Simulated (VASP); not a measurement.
Input of a VASP 6.6.1 run:

File INCAR:

```
SYSTEM = B2O
PREC = Accurate
ENCUT = 520
EDIFF = 1E-7
ISMEAR = 0
SIGMA = 0.1
LREAL = .False.
LASPH = .True.
NELM = 100
ALGO = Fast
ISIF = 2
LWAVE = .False.
LCHARG = .False.
NBANDS = 13
```

The input KPOINTS:

```
Automatic mesh
0
Gamma
  8 8 8
  0 0 0
```

POSCAR

```
B2O
1.0
    0.0000000000      2.3892697045      2.3892697045
    2.3892697045      0.0000000000      2.3892697045
    2.3892697045      2.3892697045      0.0000000000
B O
2 1
Direct
    0.2500000000      0.2500000000      0.2500000000
    0.7500000000      0.7500000000      0.7500000000
    0.0000000000      0.0000000000      0.0000000000
```

Potentials or basis: VASP PAW LDA potentials, release 64 (B, O).

Launch:

```console
$ cat potpaw_LDA.64/B/POTCAR potpaw_LDA.64/O/POTCAR > POTCAR
$ mpirun -np 1 vasp_std > vasp.out
```

Predict the pressure.

0.1 GPa.

Predict the band gap on the k mesh.

none (metal or under the smearing width).
